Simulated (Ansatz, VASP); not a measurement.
# Cross-check of Zn (ladder Zn chain) between VASP and Ansatz, part 2 of 2

One calculation is typed for both programs; each brings its own data sets. How far apart do they land? The structure shown is the start of the Ansatz relaxation below; VASP solves that cell, so the two are compared at the walk's first step.

VASP 6.6.1 and Ansatz 0.2.0.

So far. Step 4 (Side by side): The forces differ by 25 meV/Å r.m.s., which is 2.8 % of the r.m.s. force of 0.910 eV/Å (both taken over all components).

**6. VASP: single point, PBEsol, start cell**

Level of this step: PBEsol, zero-moment start; plane waves and PAW (Zn) (VASP).

The same cell, functional, mesh and smearing now go to VASP, with its own data sets.

Input file INCAR:

```
SYSTEM = Zn
PREC = Accurate
ENCUT = 400
EDIFF = 1E-06
NELM = 200
ISMEAR = -1
SIGMA = 0.05
LREAL = .FALSE.
ALGO = Normal
GGA = PS
NBANDS = 19
ISPIN = 2
MAGMOM = 0 0
LORBIT = 11
LWAVE = .FALSE.
LCHARG = .FALSE.
ISIF = 2
LASPH = .TRUE.
GGA_COMPAT = .FALSE.
KPAR = 2
```

Input file POSCAR:

```
Zn
1.0
    9.0000000000      0.0000000000      0.0000000000
    0.0000000000      7.5000000000      0.0000000000
    0.0000000000      0.0000000000      2.3875400000
Zn
2
Direct
    0.3866755556      0.5000000000      0.0000000000
    0.6133244444      0.5000000000      0.5000000000
```

Input file KPOINTS:

```
Automatic mesh
0
Gamma
1 1 34
0 0 0
```

Potentials, in the order of the species: Zn (PBE family, release 64).

Launch:

```sh
$ mpirun -np 2 vasp_std
```

Numbers of over 12 decimals in the logs are rounded to 6 here.

What it wrote:

```text
[banner, memory and clock lines left out]
running    2 mpi-ranks, on    1 nodes
[...]
|                                                                             |
|               ----> ADVICE to this user running VASP <----                  |
|                                                                             |
|     You enforced a specific xc type in the INCAR file but a different       |
|     [... a line on the potential file left out ...]
|     I HOPE YOU KNOW WHAT YOU ARE DOING!                                     |
|                                                                             |

 LDA part: xc-table for (Slater+PW92), standard interpolation
 POSCAR, INCAR and KPOINTS ok, starting setup
[...]
entering main loop
       N       E                     dE             d eps       ncg     rms          rms(c)
DAV:   1     0.997343969315E+02    0.99734E+02   -0.93088E+03  1384   0.934E+02
DAV:   2     0.413009526744E+01   -0.95604E+02   -0.94132E+02  1453   0.229E+02
DAV:   3    -0.117012780635E+01   -0.53002E+01   -0.52862E+01  1544   0.668E+01
DAV:   4    -0.121621296601E+01   -0.46085E-01   -0.46078E-01  1443   0.663E+00
[...]
DAV:  14    -0.100285223331E+01   -0.88133E-05   -0.47698E-07  1168   0.524E-03    0.276E-03
DAV:  15    -0.100286378528E+01   -0.11552E-04   -0.13920E-06  1122   0.462E-03    0.713E-04
DAV:  16    -0.100286463403E+01   -0.84875E-06   -0.98091E-08  1146   0.196E-03
   1 F= -.10028646E+01 E0= -.99837005E+00  d E =-.898917E-02  mag=    -0.0000
```

OUTCAR, selected parts (step 6):

```text
  Total        2.6324234      0.0365977      2.0597290      0.0000000      0.0000000      0.0000000
  in kB       26.1704929      0.3638399     20.4769955      0.0000000      0.0000000      0.0000000
  external PRESSURE =      15.6704428 kB  Pullay stress =       0.0000000 kB

 POSITION                                       TOTAL-FORCE (eV/Angst)
 -----------------------------------------------------------------------------------
      3.48008      3.75000      0.00000        -1.252455      0.000000      0.000000
      5.51992      3.75000      1.19377         1.252455      0.000000      0.000000
 -----------------------------------------------------------------------------------
    total drift:                               -0.000000      0.000000     -0.000000

  FREE ENERGIE OF THE ION-ELECTRON SYSTEM (eV)
  ---------------------------------------------------
  free  energy   TOTEN  =        -1.0028646340 eV

  energy  without entropy=       -0.9938754606  energy(sigma->0) =       -0.99837005

 magnetization (x)
# of ion       s       p       d       tot
------------------------------------------
    1       -0.000  -0.000   0.000  -0.000
    2       -0.000  -0.000   0.000  -0.000
--------------------------------------------------
tot         -0.000  -0.000   0.000  -0.000

[... 1 part as in an earlier step ...]

[... 2 further parts left out ...]
[key lines of the parts left out:]
E-fermi :  -2.6344
```

**7. Comparison**

What differs besides the data sets and the points named for the pairs above, as far as they apply: Ansatz makes its cores anew for this functional, VASP keeps those of its PBE data sets. Total energies have different zeros and are not compared.

Forces (eV/Å; atoms numbered as in POSCAR):

```
atom        Ansatz x, y, z          VASP x, y, z
 Zn1  -1.211, 0.000, 0.000  -1.252, 0.000, 0.000
 Zn2   1.211, 0.000, 0.000   1.252, 0.000, 0.000
```

The forces differ by 24 meV/Å r.m.s., which is 3.3 % of the r.m.s. force of 0.723 eV/Å (both taken over all components). Moments aren't recorded for both runs of this pair, so they may hold unlike magnetic states.

**8. Ansatz: relaxation, LDA**

The two programs are compared at the cell with which this relaxation starts, whose forces are those of its first step.

The structure compared here is the start of the Ansatz relaxation; VASP solves that cell, so the two are compared at the walk's first step.

Input file input.yaml:

```yaml
crystal:
  lattice:
    - [9.0, 0.0, 0.0]
    - [0.0, 7.5, 0.0]
    - [0.0, 0.0, 2.38754]
  atoms:
    - { symbol: Zn, position: [0.386675556, 0.5, 0.0], spin: 0.5 }
    - { symbol: Zn, position: [0.613324444, 0.5, 0.5], spin: 0.5 }
magnetization:
  spin_polarized: true
kpoints:
  mp_grid: { grid: [1, 1, 34] }
scf:
  occupations: { method: fermi_dirac, width: 0.05 }
hamiltonian:
  xc: lda
relax:
  cell: { fix: [a, b, alpha, beta, gamma] }
  max_steps: 60
```

Launch:

```sh
$ ansatz run input.yaml --threads 4 --pin off --max-ram 8192MiB --backend cpu --events-out ev --progress --plain --runs-dir out
```

What it wrote:

```text
[...]
Crystal: 2 atoms, lattice volume = 161.159 Å³
Basis set: ecut = 420 eV, 3097 PW (Γ)
Bands: 17, of which v1, the nominal top of the filled ones, is band 12 counted from 1 (11 counted from 0)
Symmetry: 8 space group operations
[...]
k-points: 18 of 34
[...]
Starting moments: Σ|m| = 1 μB on 2 of 2 sites
[...]
0.000000       0.128299       0.000000
        0.000000       0.000000      -0.011282
  P = ⅓ Tr σ = 0.0974 GPa (0.974 kbar)
--- Relaxed structure (5 steps of the walk, 5 accepted, 1 SCFs on fresh bases) ---
[...]
cell:  # Å, volume = 161.8025 Å³
    - [9.0, 0.0, 0.0]
    - [0.0, 7.5, 0.0]
    - [0.0, 0.0, 2.397075]
  atoms:
    - { symbol: Zn, position: [0.375208, 0.5, 0.0] }
    - { symbol: Zn, position: [0.624792, 0.5, 0.5] }
[key lines of the parts left out:]
SCF converged after 8 iterations
Magnetization: -0.0000 μB (12.0000 up, 12.0000 down)
Free energy (F): -6490.299824 eV
Fermi energy:    -1.246470 eV
```

**9. VASP: single point, LDA, start cell**

The same cell, functional (in two slightly different forms), mesh and smearing now go to VASP, with its own data sets.

Changes to INCAR since step 6:

```diff
@@ -9,6 +9,6 @@
 ALGO = Normal
-GGA = PS
+GGA = CA
 NBANDS = 19
 ISPIN = 2
-MAGMOM = 0 0
+MAGMOM = -0 -0
 LORBIT = 11
```

POSCAR is that of step 6.

KPOINTS is that of step 6.

Potentials, in the order of the species: Zn (LDA family, release 64).

Launch:

```sh
$ mpirun -np 2 vasp_std
```

What it wrote:

```text
[banner, memory and clock lines left out]
running    2 mpi-ranks, on    1 nodes
[...]
LDA part: xc-table for (Slater(with rela. corr.)+CA(PZ))
 , standard interpolation
 POSCAR, INCAR and KPOINTS ok, starting setup
[...]
entering main loop
       N       E                     dE             d eps       ncg     rms          rms(c)
DAV:   1     0.100228051901E+03    0.10023E+03   -0.93438E+03  1392   0.936E+02
DAV:   2     0.381485869102E+01   -0.96413E+02   -0.94937E+02  1456   0.230E+02
DAV:   3    -0.160810625239E+01   -0.54230E+01   -0.54086E+01  1531   0.679E+01
DAV:   4    -0.165713660943E+01   -0.49030E-01   -0.49023E-01  1466   0.682E+00
[...]
DAV:  15    -0.145348566768E+01   -0.65625E-05   -0.68237E-07  1131   0.355E-03    0.102E-03
DAV:  16    -0.145348712626E+01   -0.14586E-05   -0.11116E-07  1130   0.181E-03    0.449E-04
DAV:  17    -0.145348747688E+01   -0.35062E-06   -0.20309E-08  1114   0.580E-04
   1 F= -.14534875E+01 E0= -.14491164E+01  d E =-.874211E-02  mag=    -0.0000
```

From OUTCAR (step 9):

```text
  Total        2.1157120      0.0422024      1.0019721      0.0000000      0.0000000      0.0000000
  in kB       21.0335556      0.4195591      9.9612025      0.0000000      0.0000000      0.0000000
  external PRESSURE =      10.4714391 kB  Pullay stress =       0.0000000 kB

 POSITION                                       TOTAL-FORCE (eV/Angst)
 -----------------------------------------------------------------------------------
      3.48008      3.75000      0.00000        -0.997992      0.000000      0.000000
      5.51992      3.75000      1.19377         0.997992      0.000000      0.000000
 -----------------------------------------------------------------------------------
    total drift:                               -0.000000      0.000000     -0.000000

  FREE ENERGIE OF THE ION-ELECTRON SYSTEM (eV)
  ---------------------------------------------------
  free  energy   TOTEN  =        -1.4534874769 eV

  energy  without entropy=       -1.4447453713  energy(sigma->0) =       -1.44911642

 magnetization (x)
# of ion       s       p       d       tot
------------------------------------------
    1       -0.000  -0.000  -0.000  -0.000
    2       -0.000  -0.000  -0.000  -0.000
--------------------------------------------------
tot         -0.000  -0.000  -0.000  -0.000

[... 2 parts as in an earlier step ...]

[... 1 further part left out ...]
[key lines of the parts left out:]
E-fermi :  -2.8125
```

**10. Side by side**

What differs besides the data sets and the points named for the pairs above, as far as they apply: the two LDA forms differ slightly; VASP's log shows a relativistic correction to its local exchange, Ansatz's none. Total energies have different zeros and are not compared.

Forces (eV/Å; atoms numbered as in POSCAR):

```
atom        Ansatz x, y, z          VASP x, y, z
 Zn1  -0.946, 0.000, 0.000  -0.998, 0.000, 0.000
 Zn2   0.946, 0.000, 0.000   0.998, 0.000, 0.000
```

The forces differ by 30 meV/Å r.m.s., which is 5.2 % of the r.m.s. force of 0.576 eV/Å (both taken over all components). Moments aren't recorded for both runs of this pair, so they may hold unlike magnetic states.

**11. What came out**

```json
{"r.m.s. force difference (single point, PBE, start cell)": "2.8 % of the r.m.s. force", "r.m.s. force difference (single point, PBEsol, start cell)": "3.3 % of the r.m.s. force", "r.m.s. force difference (single point, LDA, start cell)": "5.2 % of the r.m.s. force"}
```

The r.m.s. force difference is 5.2 % of the r.m.s. force (single point, LDA, start cell), beyond the 3 % picked in this series as the mark of a large difference. What causes the difference of the single point, PBEsol, start cell pair stays open here. What causes the difference of the single point, LDA, start cell pair stays open here. 5 further runs of this series are not shown here. Such differences can come from data sets, numerical settings and the points named under the comparisons, not from the functional's error against experiment.

[Lines on the potential files, build, host, timing and source positions are cut from VASP's logs without a mark.]

[Logs are printed without paths, hosts, clocks, repeated set-up lines and the standing remarks that a program may print on its own settings, such as how far it seeks lower states.]

[Hosts, paths, dates, database ids (printed as entryN), source tags and the programs' standing remarks are cut or masked in the printed files.]
